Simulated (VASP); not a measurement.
Output of a VASP run:

File OSZICAR:
```
       N       E                     dE             d eps       ncg     rms          rms(c)
DAV:   1     0.116408143156E+03    0.11641E+03   -0.75600E+03  2908   0.130E+03
DAV:   2    -0.577297655826E+01   -0.12218E+03   -0.11914E+03  3140   0.450E+02
DAV:   3    -0.109254876443E+02   -0.51525E+01   -0.48620E+01  4340   0.776E+01
DAV:   4    -0.111790354964E+02   -0.25355E+00   -0.25098E+00  4102   0.156E+01
DAV:   5    -0.111880820450E+02   -0.90465E-02   -0.90373E-02  4488   0.246E+00    0.688E+00
DAV:   6    -0.107317011887E+02    0.45638E+00   -0.88831E-01  4500   0.124E+01    0.236E+00
DAV:   7    -0.106741497889E+02    0.57551E-01   -0.25649E-01  4532   0.650E+00    0.983E-01
DAV:   8    -0.106777028764E+02   -0.35531E-02   -0.13569E-02  3308   0.178E+00    0.537E-02
DAV:   9    -0.106777379738E+02   -0.35097E-04   -0.10114E-03  5164   0.387E-01    0.389E-02
DAV:  10    -0.106777571696E+02   -0.19196E-04   -0.20037E-05  3400   0.682E-02    0.143E-02
DAV:  11    -0.106777563679E+02    0.80169E-06   -0.85885E-06  4034   0.522E-02    0.358E-03
DAV:  12    -0.106777565184E+02   -0.15055E-06   -0.56992E-07  3914   0.113E-02    0.783E-04
DAV:  13    -0.106777564827E+02    0.35737E-07   -0.15060E-08  1742   0.181E-03
   1 F= -.10677756E+02 E0= -.10677616E+02  d E =-.420471E-03
```

OUTCAR:
```
------------------------ aborting loop because EDIFF is reached ----------------------------------------
  FORCE on cell =-STRESS in cart. coord.  units (eV):
  Direction    XX          YY          ZZ          XY          YZ          ZX
  --------------------------------------------------------------------------------------
  Total       -1.1298772     -1.1298772     -1.1298772     -0.0000000     -0.0000000      0.0000000
  in kB      -97.9393535    -97.9393535    -97.9393535     -0.0000000     -0.0000000      0.0000000
  external PRESSURE =     -97.9393535 kB  Pullay stress =       0.0000000 kB
  volume of cell :       18.48
      direct lattice vectors                 reciprocal lattice vectors
    -1.665615960  1.665615960  1.665615960     0.000000000  0.300189247  0.300189247
     1.665615960 -1.665615960  1.665615960     0.300189247  0.000000000  0.300189247
     1.665615960  1.665615960 -1.665615960     0.300189247  0.300189247  0.000000000
 POSITION                                       TOTAL-FORCE (eV/Angst)
 -----------------------------------------------------------------------------------
      0.00000      0.00000      0.00000         0.000000      0.000000      0.000000
 -----------------------------------------------------------------------------------
    total drift:                                0.000000      0.000000      0.000000
  FREE ENERGIE OF THE ION-ELECTRON SYSTEM (eV)
  ---------------------------------------------------
  free  energy   TOTEN  =       -10.6777564827 eV

  energy  without entropy=      -10.6773360113  energy(sigma->0) =      -10.67761633
```
(Selected blocks of OUTCAR.)

### POSCAR
```
Nb
1
   -1.6656159599     1.6656159599     1.6656159599
    1.6656159599    -1.6656159599     1.6656159599
    1.6656159599     1.6656159599    -1.6656159599
Nb
1
Direct
  0.0000000000   0.0000000000   0.0000000000
```

Reconstruct the remaining input files.

This is not unique; one that fits is the input of the run itself, AM05 GGA, plane waves, VASP's PBE PAW potentials (set 64).

INCAR:
```
LCHARG=.FALSE.
ALGO=Normal   # blocked Davidson
PREC=Accurate
EDIFF=1E-7   # SCF stop (eV)
LREAL=.FALSE.   # projection in real space or not
LMAXMIX=4   # l cut-off of mixed one-centre charges
GGA=AM   # AM05
SIGMA=0.1
SYSTEM=Nb
ISIF=2   # forces and stress, cell fixed
NELM=100   # most electronic steps
LWAVE=.FALSE.
LASPH=.TRUE.   # aspherical one-centre terms
ISMEAR=1   # Methfessel-Paxton
ENCUT=520
```

**KPOINTS**
```
Automatic mesh
0
Gamma
16 16 16
0 0 0
```

POTCAR, in this order: Nb_sv (PBE.64 set). Program: vasp_std.

The compound is Nb in the bcc structure. This cell is one point of a volume scan, at 1.06 of the reference volume.
